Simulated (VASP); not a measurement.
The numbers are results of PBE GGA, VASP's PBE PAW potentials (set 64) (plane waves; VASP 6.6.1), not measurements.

VASP ran on this input.

**POSCAR**
```
La
1
    1.8872050887    -3.2687353263     0.0000000000
    1.8872050887     3.2687353263     0.0000000000
    0.0000000000     0.0000000000    12.0642740823
La
4
Direct
  1.0000000000   0.0000000000   0.5000000000
  1.0000000000   0.0000000000   0.0000000000
  0.3333330000   0.6666670000   0.2500000000
  0.6666670000   0.3333330000   0.7500000000
```

INCAR:
```
NELM = 100   ! most electronic steps
IBRION = 2   ! conjugate gradients
SIGMA = 0.1   ! width (eV)
EDIFF = 1E-7   ! SCF stop (eV)
NSW = 40   ! most ionic steps
LWAVE = F
SYSTEM = La
GGA = PE   ! PBE
EDIFFG = -0.01
ISIF = 3   ! ions, shape and volume
ALGO = Normal
PREC = Accurate
ENCUT = 480   ! plane-wave cut-off (eV)
LMAXMIX = 6   ! l cut-off of mixed one-centre charges
LREAL = F
LASPH = T
LCHARG = F
PSTRESS = 20
ISMEAR = 1   ! Methfessel-Paxton
```

File KPOINTS:
```
Regular mesh
0
Gamma
10 10 4
0 0 0
```

POTCAR, in this order: La (PBE.64 set). Program: vasp_std.

Output of the run:

OSZICAR:
```
       N       E                     dE             d eps       ncg     rms          rms(c)
DAV:   1     0.556957562741E+03    0.55696E+03   -0.14193E+04  2192   0.214E+03
DAV:   2     0.109808068943E+03   -0.44715E+03   -0.44200E+03  3368   0.445E+02
DAV:   3    -0.391317729611E+01   -0.11372E+03   -0.11269E+03  3966   0.269E+02
DAV:   4    -0.174474538692E+02   -0.13534E+02   -0.13358E+02  4032   0.927E+01
DAV:   5    -0.192788575950E+02   -0.18314E+01   -0.17752E+01  4296   0.319E+01    0.486E+00
DAV:   6    -0.194931721146E+02   -0.21431E+00   -0.24179E+00  4264   0.112E+01    0.247E+00
DAV:   7    -0.195218405462E+02   -0.28668E-01   -0.35415E-01  4192   0.421E+00    0.638E-01
DAV:   8    -0.195316860447E+02   -0.98455E-02   -0.51818E-02  4280   0.154E+00    0.237E-01
DAV:   9    -0.195339211335E+02   -0.22351E-02   -0.72856E-03  4320   0.509E-01    0.178E-01
DAV:  10    -0.195353676399E+02   -0.14465E-02   -0.53843E-03  3368   0.545E-01    0.323E-02
DAV:  11    -0.195353391402E+02    0.28500E-04   -0.45493E-04  4016   0.227E-01    0.307E-02
DAV:  12    -0.195353456065E+02   -0.64663E-05   -0.60249E-05  4048   0.555E-02    0.153E-02
DAV:  13    -0.195353502947E+02   -0.46882E-05   -0.13829E-05  4072   0.354E-02    0.295E-03
DAV:  14    -0.195353465582E+02    0.37365E-05   -0.88501E-07  3440   0.101E-02    0.990E-04
DAV:  15    -0.195353464881E+02    0.70154E-07    0.83622E-08  2312   0.582E-03
   1 F= -.17677330E+02 E0= -.17677439E+02  d E =-.176773E+02
       N       E                     dE             d eps       ncg     rms          rms(c)
DAV:   1    -0.204467445001E+02   -0.91140E+00   -0.34123E+01  2628   0.486E+01    0.477E+00
DAV:   2    -0.197792157998E+02    0.66753E+00   -0.31545E+00  3754   0.188E+01    0.260E+00
DAV:   3    -0.194803921347E+02    0.29882E+00   -0.20520E+00  2944   0.117E+01    0.868E-01
DAV:   4    -0.194752986129E+02    0.50935E-02   -0.28097E-01  3806   0.512E+00    0.231E-01
DAV:   5    -0.194791537806E+02   -0.38552E-02   -0.23335E-02  3888   0.116E+00    0.246E-01
DAV:   6    -0.194799939247E+02   -0.84014E-03   -0.55211E-03  4086   0.638E-01    0.131E-01
DAV:   7    -0.194796980314E+02    0.29589E-03   -0.17828E-03  3376   0.403E-01    0.191E-02
DAV:   8    -0.194797163115E+02   -0.18280E-04   -0.10039E-04  4224   0.115E-01    0.895E-03
DAV:   9    -0.194797138858E+02    0.24256E-05   -0.52710E-06  4144   0.175E-02    0.456E-03
DAV:  10    -0.194797131320E+02    0.75387E-06   -0.77235E-07  2784   0.751E-03    0.229E-03
DAV:  11    -0.194797122704E+02    0.86159E-06   -0.48832E-07  2568   0.755E-03    0.114E-03
DAV:  12    -0.194797124686E+02   -0.19821E-06   -0.60779E-08  1704   0.476E-03    0.473E-04
DAV:  13    -0.194797123468E+02    0.12178E-06   -0.36626E-08  1536   0.429E-03    0.313E-04
DAV:  14    -0.194797123662E+02   -0.19348E-07   -0.31059E-08  1452   0.361E-03
   2 F= -.17738559E+02 E0= -.17738342E+02  d E =-.612288E-01
       N       E                     dE             d eps       ncg     rms          rms(c)
DAV:   1    -0.194768661612E+02    0.28462E-02   -0.13562E-01  2686   0.300E+00    0.313E-01
DAV:   2    -0.194738118468E+02    0.30543E-02   -0.14028E-02  3702   0.138E+00    0.153E-01
DAV:   3    -0.194727905927E+02    0.10213E-02   -0.69370E-03  3000   0.688E-01    0.411E-02
DAV:   4    -0.194728022631E+02   -0.11670E-04   -0.71122E-04  3806   0.254E-01    0.135E-02
DAV:   5    -0.194728154145E+02   -0.13151E-04   -0.66673E-05  3936   0.613E-02    0.135E-02
DAV:   6    -0.194728247719E+02   -0.93574E-05   -0.20174E-05  3994   0.368E-02    0.680E-03
DAV:   7    -0.194728252069E+02   -0.43494E-06   -0.53032E-06  3536   0.221E-02    0.100E-03
DAV:   8    -0.194728252499E+02   -0.42967E-07   -0.15002E-07  1968   0.647E-03
   3 F= -.17738787E+02 E0= -.17738551E+02  d E =-.614569E-01
       N       E                     dE             d eps       ncg     rms          rms(c)
DAV:   1    -0.194708554289E+02    0.19698E-02   -0.15792E-02  2688   0.102E+00    0.107E-01
DAV:   2    -0.194704913510E+02    0.36408E-03   -0.16508E-03  3698   0.479E-01    0.521E-02
DAV:   3    -0.194703727009E+02    0.11865E-03   -0.79653E-04  3000   0.232E-01    0.137E-02
DAV:   4    -0.194703770811E+02   -0.43802E-05   -0.80184E-05  3806   0.860E-02    0.460E-03
DAV:   5    -0.194703796762E+02   -0.25950E-05   -0.78011E-06  3960   0.210E-02    0.459E-03
DAV:   6    -0.194703821340E+02   -0.24578E-05   -0.22977E-06  3296   0.125E-02    0.221E-03
DAV:   7    -0.194703823336E+02   -0.19954E-06   -0.46200E-07  2512   0.827E-03    0.469E-04
DAV:   8    -0.194703824818E+02   -0.14824E-06   -0.77988E-08  1356   0.613E-03    0.215E-04
DAV:   9    -0.194703824579E+02    0.23892E-07   -0.45168E-08  1340   0.437E-03
   4 F= -.17738766E+02 E0= -.17738523E+02  d E =-.614357E-01
       N       E                     dE             d eps       ncg     rms          rms(c)
DAV:   1    -0.194731339246E+02   -0.27514E-02   -0.24429E-02  3486   0.226E+00    0.112E-01
DAV:   2    -0.194727142532E+02    0.41967E-03   -0.15986E-03  3600   0.467E-01    0.517E-02
DAV:   3    -0.194726014151E+02    0.11284E-03   -0.70673E-04  3750   0.237E-01    0.126E-02
DAV:   4    -0.194725986538E+02    0.27613E-05   -0.53351E-05  3854   0.728E-02    0.602E-03
DAV:   5    -0.194725980391E+02    0.61474E-06   -0.73855E-06  4072   0.219E-02    0.497E-03
DAV:   6    -0.194725960877E+02    0.19514E-05   -0.24398E-06  3236   0.152E-02    0.106E-03
DAV:   7    -0.194725958407E+02    0.24700E-06   -0.21636E-07  2232   0.747E-03    0.255E-04
DAV:   8    -0.194725958083E+02    0.32423E-07   -0.68577E-08  1408   0.517E-03
   5 F= -.17738820E+02 E0= -.17738590E+02  d E =-.537072E-04
```

File OUTCAR:
```
------------------------ aborting loop because EDIFF is reached ----------------------------------------
  FORCE on cell =-STRESS in cart. coord.  units (eV):
  Direction    XX          YY          ZZ          XY          YZ          ZX
  --------------------------------------------------------------------------------------
  Total        1.7452287      1.7452290      1.7071803      0.0000000     -0.0000000      0.0000000
  in kB       20.1321128     20.1321158     19.6932050      0.0000000     -0.0000000      0.0000000
  external PRESSURE =      -0.0141888 kB  Pullay stress =      20.0000000 kB
  volume of cell :      138.89
      direct lattice vectors                 reciprocal lattice vectors
     1.845202276 -3.195984326 -0.000000000     0.270973002 -0.156446324  0.000000000
     1.845202276  3.195984326 -0.000000000     0.270973002  0.156446324  0.000000000
    -0.000000000  0.000000000 11.775922989     0.000000000  0.000000000  0.084919034
 POSITION                                       TOTAL-FORCE (eV/Angst)
 -----------------------------------------------------------------------------------
     -0.00000     -0.00000      5.88796        -0.000000      0.000000     -0.000000
      0.00000     -0.00000     -0.00000         0.000000      0.000000     -0.000000
      1.84520      1.06533      2.94398         0.000000      0.000000      0.000000
      1.84520     -1.06533      8.83194        -0.000000     -0.000000     -0.000000
 -----------------------------------------------------------------------------------
    total drift:                                0.000000      0.000000      0.000000
  FREE ENERGIE OF THE ION-ELECTRON SYSTEM (eV)
  ---------------------------------------------------
  free  energy   TOTEN  =       -19.4725958083 eV

  energy  without entropy=      -19.4719066945  energy(sigma->0) =      -19.47236610
  enthalpy is  TOTEN    =       -17.7388198032 eV   P V=        1.7337760051

 reached required accuracy - stopping structural energy minimisation
```
(Selected blocks of OUTCAR.)

CONTCAR:
```
La
   1.00000000000000
     1.8452022760283746   -3.1959843260367320   -0.0000000000000000
     1.8452022760283746    3.1959843260367320   -0.0000000000000000
    -0.0000000000000000    0.0000000000000000   11.7759229889154149
  La
     4
Direct
     0.0000000000000000    0.0000000000000000    0.5000000000000000
     0.0000000000000000    0.0000000000000000    0.0000000000000000
     0.3333330000000032    0.6666669999999968    0.2500000000000000
     0.6666669999999968    0.3333330000000032    0.7500000000000000
```

Energy and stress use the plane-wave basis of the starting cell.

The compound is La in the dhcp structure. This run relaxes it under an external pressure of 2 GPa. Symmetry was kept, so distortions that lower it aren't found.
